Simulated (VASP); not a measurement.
All values below come from PBE GGA, VASP's PBE PAW potentials (set 64) (plane waves; VASP).

The input files of a VASP run:

INCAR:
```
SYSTEM = MnSe2
PREC = Accurate; ENCUT = 300; LREAL = .False.
LASPH = .True.
EDIFF = 1E-6; NELM = 100; ALGO = Normal
LMAXMIX = 4
ISMEAR = -1; SIGMA = 0.136
GGA = PE
MAGMOM = 4.0 2*0.0
ISPIN = 2
ISIF = 2
LWAVE = .False.; LCHARG = .False.; LORBIT = 11
```

File POSCAR:
```
MnSe2
1.0
  1.8134810000   1.0470140000   5.4979680000
 -1.8134810000   1.0470140000   5.4979680000
  0.0000000000  -2.0940270000   5.4979680000
Mn Se
1 2
Cartesian
  0.0000000000   0.0000000000   0.0000000000
  0.0000000000   0.0000002520   4.1564638080
  0.0000000000   0.0000007480  12.3374401920
```

KPOINTS:
```
kpoints
0
Gamma
 4 4 4
```

POTCAR, in this order: Mn_pv Se (PBE.64 set). Program: vasp_std.

The moments were started parallel, and other spin orders were not tried in this run.

Problem. Estimate the energy per atom (σ→0), cell moment, largest force, band gap (on the k-mesh).

Solution. 
| Quantity | Value |
|---|---|
| energy per atom (σ→0) | -5.761 eV/atom |
| cell moment | 3.00 μB |
| band gap (on the k-mesh) | none (metal, semimetal or under 0.01 eV) |
| largest force | 0.00548 Ry/bohr |

OSZICAR:
```
...
DAV:  10    -0.173229474705E+02   -0.13711E-01   -0.78395E-02  1012   0.174E+00    0.690E-01
DAV:  11    -0.173239018532E+02   -0.95438E-03   -0.10706E-02  1024   0.711E-01    0.423E-01
DAV:  12    -0.173246344374E+02   -0.73258E-03   -0.18077E-03   968   0.353E-01    0.194E-01
DAV:  13    -0.173246886718E+02   -0.54234E-04   -0.41175E-04  1004   0.189E-01    0.732E-02
DAV:  14    -0.173246921128E+02   -0.34410E-05   -0.26362E-04  1014   0.129E-01    0.241E-02
DAV:  15    -0.173247031309E+02   -0.11018E-04   -0.18608E-05   970   0.288E-02    0.160E-02
DAV:  16    -0.173247034887E+02   -0.35775E-06   -0.68599E-06   872   0.229E-02
   1 F= -.17324703E+02 E0= -.17281990E+02  d E =-.854264E-01  mag=     2.9957
```

The structure was generated: MnSe2 was put into an ordered model structure, which need not be its known phase. The cell was not relaxed at this level. The k-mesh is coarse (spacing up to 0.51 per Å, 2π included), so the numbers may not be converged in it.
